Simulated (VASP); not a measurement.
# MgS (Niningerite): Mg into a neighbouring Mg vacancy

Wanted: the minimum-energy path in MgS (Niningerite) for this move: Mg into a neighbouring Mg vacancy. The start is a cell from a database of measured crystal structures.

Main program and level: VASP 6.6.1; PBEsol; plane waves and PAW (S, Mg).

## (1) The host crystal

Symmetry: Fm-3m, No. 225, cubic system. The conventional cell has a = 5.203 Å, b = 5.203 Å, c = 5.203 Å, α = 90.00°, β = 90.00°, γ = 90.00°. Nearest to S lie 6 Mg at 2.60 Å. Nearest to Mg lie 6 S at 2.60 Å. Farther neighbours and most contacts between anions are not listed.

## (2) Relax the host

First cell and atoms are relaxed at a raised cutoff, so that later runs start from this functional's own cell.

File INCAR:

```
SYSTEM = MgS
PREC = Accurate
ENCUT = 350
EDIFF = 1E-06
NELM = 120
ISMEAR = 0
SIGMA = 0.1
LREAL = .FALSE.
ALGO = Normal
GGA = PS
NBANDS = 10
LORBIT = 11
LWAVE = .FALSE.
LCHARG = .FALSE.
KPAR = 6
LASPH = .TRUE.
IBRION = 2
NSW = 40
ISIF = 3
EDIFFG = -0.02
POTIM = 0.4
```

File POSCAR:

```
MgS
1.0
    0.0000000000      2.6016500000      2.6016500000
    2.6016500000      0.0000000000      2.6016500000
    2.6016500000      2.6016500000      0.0000000000
S Mg
1 1
Direct
    0.5000000000      0.5000000000      0.5000000000
    0.0000000000      0.0000000000      0.0000000000
```

File KPOINTS:

```
Automatic mesh
0
Gamma
6 6 6
0 0 0
```

PAW data sets: S and Mg (PBE family, release 64).

The run is started by

```sh
> mpirun -np 6 vasp_std
```

The program printed:

```text
[banner, memory and clock lines left out]
running    6 mpi-ranks, on    1 nodes
 distrk:  each k-point on    1 cores,    6 groups
 distr:  one band on    1 cores,    1 groups

 POSCAR found type information on POSCAR S Mg
 POSCAR found :  2 types and       2 ions
|                                                                             |
|           W    W    AA    RRRRR   N    N  II  N    N   GGGG   !!!           |
|           W    W   A  A   R    R  NN   N  II  NN   N  G    G  !!!           |
|           W    W  A    A  R    R  N N  N  II  N N  N  G       !!!           |
|           W WW W  AAAAAA  RRRRR   N  N N  II  N  N N  G  GGG   !            |
|           WW  WW  A    A  R   R   N   NN  II  N   NN  G    G                |
|           W    W  A    A  R    R  N    N  II  N    N   GGGG   !!!           |
|                                                                             |
|     For optimal performance we recommend to set                             |
|       NCORE = 2 up to number-of-cores-per-socket                            |
|     NCORE specifies how many cores store one orbital (NPAR=cpu/NCORE).      |
|     This setting can greatly improve the performance of VASP for DFT.       |
|     The default, NCORE=1 might be grossly inefficient on modern             |
|     multi-core architectures or massively parallel machines. Do your        |
|     Unfortunately you need to use the default for GW and RPA                |
|     calculations (for HF NCORE is supported but not extensively tested      |
|     yet).                                                                   |
|                                                                             |

|                                                                             |
|               ----> ADVICE to this user running VASP <----                  |
|                                                                             |
|     You enforced a specific xc type in the INCAR file but a different       |
|     [... a line on the potential file left out ...]
|     I HOPE YOU KNOW WHAT YOU ARE DOING!                                     |
|                                                                             |

 LDA part: xc-table for (Slater+PW92), standard interpolation
 POSCAR, INCAR and KPOINTS ok, starting setup
 FFT: planning ... GRIDC
 FFT: planning ... GRID_SOFT
 FFT: planning ... GRID
 WAVECAR not read
 entering main loop
       N       E                     dE             d eps       ncg     rms          rms(c)
DAV:   1     0.923602251734E+01    0.92360E+01   -0.31275E+03   368   0.466E+02
DAV:   2    -0.882277313147E+01   -0.18059E+02   -0.17440E+02   410   0.842E+01
DAV:   3    -0.943812375396E+01   -0.61535E+00   -0.61486E+00   378   0.161E+01
DAV:   4    -0.944145154971E+01   -0.33278E-02   -0.33276E-02   410   0.142E+00
DAV:   5    -0.944147458841E+01   -0.23039E-04   -0.23039E-04   396   0.108E-01    0.409E+00
DAV:   6    -0.911369118761E+01    0.32778E+00   -0.72741E-01   340   0.355E+00    0.308E+00
DAV:   7    -0.907260285388E+01    0.41088E-01   -0.18905E-01   372   0.196E+00    0.192E+00
DAV:   8    -0.906995161834E+01    0.26512E-02   -0.10247E-02   360   0.632E-01    0.749E-01
DAV:   9    -0.906974595095E+01    0.20567E-03   -0.50831E-04   352   0.135E-01    0.308E-01
DAV:  10    -0.906974108004E+01    0.48709E-05   -0.12113E-04   360   0.526E-02    0.260E-02
DAV:  11    -0.906974301980E+01   -0.19398E-05   -0.13882E-06   336   0.818E-03    0.165E-02
DAV:  12    -0.906974305200E+01   -0.32198E-07   -0.13267E-07   186   0.215E-03
   1 F= -.90697431E+01 E0= -.90697431E+01  d E =-.906974E+01
 curvature:   0.00 expect dE= 0.000E+00 dE for cont linesearch  0.000E+00
 trial: gam= 0.00000 g(F)=  0.179E-62 g(S)=  0.329E-02 ort = 0.000E+00 (trialstep = 0.100E+01)
 search vector abs. value=  0.329E-02
 bond charge predicted
       N       E                     dE             d eps       ncg     rms          rms(c)
DAV:   1    -0.907682147037E+01   -0.70785E-02   -0.10407E-01   324   0.175E+00    0.562E-01
DAV:   2    -0.907195164548E+01    0.48698E-02   -0.12460E-02   326   0.513E-01    0.188E-01
DAV:   3    -0.907143146200E+01    0.52018E-03   -0.29599E-03   354   0.264E-01    0.132E-01
DAV:   4    -0.907142457207E+01    0.68899E-05   -0.22905E-05   370   0.342E-02    0.114E-01
DAV:   5    -0.907141495388E+01    0.96182E-05   -0.11748E-05   338   0.211E-02    0.153E-02
DAV:   6    -0.907141443394E+01    0.51994E-06   -0.24731E-07   186   0.341E-03
   2 F= -.90714144E+01 E0= -.90714144E+01  d E =-.167138E-02
 trial-energy change:   -0.001671  1 .order   -0.001659   -0.003294   -0.000025
 step:   1.0075(harm=  1.0076)  dis= 0.00000  next Energy=    -9.071415 (dE=-0.167E-02)
 reached required accuracy - stopping structural energy minimisation
```

It took 4 s on 6 MPI ranks of Intel Xeon Platinum 8259CL at 2.50GHz (Skylake/Cascade Lake), shared host; peak memory 0.76 GiB; 21 s of CPU time.

Lines that name or quote the potential files are left out of all logs, and their timing lines are given in words.

OUTCAR, selected parts (step 2):

```text
ion  position               nearest neighbor table
   1  0.500  0.500  0.500-   2 2.60   2 2.60   2 2.60   2 2.60   2 2.60   2 2.60
   2  0.000  0.000  0.000-   1 2.60   1 2.60   1 2.60   1 2.60   1 2.60   1 2.60

  LATTYP: Found a face centered cubic cell.
 ALAT       =     5.2033000000

 Subroutine GETGRP returns: Found 48 space group operations
 (whereof 48 operations were pure point group operations)

The static configuration has the point symmetry O_h .

 Found     16 irreducible k-points:

   k-points           NKPTS =     16   k-points in BZ     NKDIM =     16   number of bands    NBANDS=     10

   dimension x,y,z NGX =    24 NGY =   24 NGZ =   24
   dimension x,y,z NGXF=    48 NGYF=   48 NGZF=   48

   ENCUT  =  350.0 eV  25.72 Ry    5.07 a.u.   5.61  5.61  5.61*2*pi/ulx,y,z

   NELECT =       8.0000    total number of electrons

 k-points in reciprocal lattice and weights: Automatic mesh
   0.00000000  0.00000000  0.00000000       0.005
   0.16666667  0.00000000  0.00000000       0.037
   0.33333333  0.00000000  0.00000000       0.037
   0.50000000  0.00000000  0.00000000       0.019
   0.16666667  0.16666667  0.00000000       0.028
   0.33333333  0.16666667  0.00000000       0.111
   0.50000000  0.16666667  0.00000000       0.111
  -0.33333333  0.16666667  0.00000000       0.111
  -0.16666667  0.16666667  0.00000000       0.056
[...]
-0.33333333  0.33333333  0.16666667       0.111
  -0.33333333  0.50000000  0.16666667       0.056

 average (electrostatic) potential at core
       1 -86.0861       2 -36.3944

 E-fermi :   4.2386

 k-point     1 :       0.0000    0.0000    0.0000
  band No.  band energies     occupation
      1      -8.9608      2.00000
      2       3.8031      2.00000
      3       3.8031      2.00000
      4       3.8031      2.00000
      5       7.5040      0.00000
      6      11.6472      0.00000
      7      11.6472      0.00000
      8      11.6472      0.00000
      9      14.1313      0.00000
    ...

 k-point     2 :       0.1667    0.0000    0.0000
  band No.  band energies     occupation
      1      -8.6880      2.00000
      2       2.1279      2.00000
      3       3.6261      2.00000
      4       3.6261      2.00000
      5       8.5874      0.00000
      6      11.3730      0.00000
      7      11.9328      0.00000
      8      11.9328      0.00000
      9      13.4106      0.00000
    ...

 k-point     3 :       0.3333    0.0000    0.0000
  band No.  band energies     occupation
      1      -8.0258      2.00000
      2      -0.1443      2.00000
      3       3.3213      2.00000
      4       3.3213      2.00000
      5       8.4736      0.00000
      6      11.0777      0.00000
      7      11.0777      0.00000
      8      13.2080      0.00000
      9      15.2835      0.00000
    ...

  Total       -0.0018042     -0.0018042     -0.0018042      0.0000000     -0.0000000      0.0000000
  in kB       -0.0832219     -0.0832219     -0.0832219      0.0000000     -0.0000000      0.0000000
  external PRESSURE =      -0.0832219 kB  Pullay stress =       0.0000000 kB

  energy-cutoff  :      350.00
  volume of cell :       34.73
      direct lattice vectors                 reciprocal lattice vectors
    -0.000000000  2.589674884  2.589674884    -0.193074429  0.193074429  0.193074429
     2.589674884  0.000000000  2.589674884     0.193074429 -0.193074429  0.193074429
     2.589674884  2.589674884  0.000000000     0.193074429  0.193074429 -0.193074429

 POSITION                                       TOTAL-FORCE (eV/Angst)
 -----------------------------------------------------------------------------------
      2.58967      2.58967      2.58967        -0.000000     -0.000000      0.000000
      2.58967      0.00000      2.58967         0.000000      0.000000      0.000000
 -----------------------------------------------------------------------------------
    total drift:                               -0.000000     -0.000000      0.000000

  FREE ENERGIE OF THE ION-ELECTRON SYSTEM (eV)
  ---------------------------------------------------
  free  energy   TOTEN  =        -9.0714144339 eV

  energy  without entropy=       -9.0714144339  energy(sigma->0) =       -9.07141443

 reached required accuracy - stopping structural energy minimisation

 total charge
# of ion       s       p       d       tot
------------------------------------------
    1        1.308   2.485   0.000   3.793
    2        0.138   0.132   0.041   0.312
--------------------------------------------------
tot          1.447   2.617   0.041   4.105

[... 3 further parts left out ...]
```

CONTCAR:

```
MgS
   1.00000000000000
    -0.0000000000000000    2.5896748837012735    2.5896748837012735
     2.5896748837012735    0.0000000000000000    2.5896748837012735
     2.5896748837012735    2.5896748837012735    0.0000000000000000
  S               Mg
     1     1
Direct
     0.5000000000000000    0.5000000000000000    0.5000000000000000
     0.0000000000000000    1.0000000000000000    0.0000000000000000
```

The gap is read on the k-mesh alone, so it is an upper bound where the band edges lie off the mesh. The PAW data sets were made with PBE, which is usual practice but a small mismatch for other functionals. The run keeps the 48 symmetry operations of its start, so it cannot find a distortion of lower symmetry.

Step by step:

| step | energy less that of the first step (eV) | largest force (eV/Å) | pressure (GPa) | volume (Å³) |
| --- | --- | --- | --- | --- |
| 1 | 0.0000 | 0.0000 | -1.09 | 35.22 |
| 2 | -0.0017 | 0.0000 | -0.01 | 34.73 |

| conventional cell, symmetrised | before | after | change |
| --- | --- | --- | --- |
| a (Å) | 5.203 | 5.179 | -0.5 % |
| b (Å) | 5.203 | 5.179 | -0.5 % |
| c (Å) | 5.203 | 5.179 | -0.5 % |
| volume (Å³/atom) | 17.61 | 17.37 | -1.4 % |

The relaxed structure:

```xyz
2
Lattice="0.0000 2.5897 2.5897 2.5897 0.0000 2.5897 2.5897 2.5897 0.0000" Properties=species:S:1:pos:R:3 pbc="T T T"
S     2.5897    2.5897    2.5897
Mg    0.0000    0.0000    0.0000
```

Numbers from this step:

```
electronic cycles                               : 18
electrons                                       : 8
free energy (TOTEN)                             : -9.071 eV
Fermi energy                                    : 4.239 eV
labelled metallic, from the levels on this mesh : no
gap on the k-mesh                               : 2.731 eV
least direct gap on the k-mesh                  : 3.701 eV
```

The run ended after 2 ionic steps, 0.002 eV below its first step, once forces and stress met EDIFFG = -0.02.

(Part 1 of 5 ends here.)

[Lines on the potential files, build, host, timing and source positions are cut from VASP's logs without a mark.]

[Logs are printed without paths, hosts, clocks, repeated set-up lines and the standing remarks that a program may print on its own settings, such as how far it seeks lower states.]

[Hosts, paths, dates, database ids (printed as entryN), source tags and the programs' standing remarks are cut or masked in the printed files.]

[Runs that stopped without an error message from VASP are left out.]
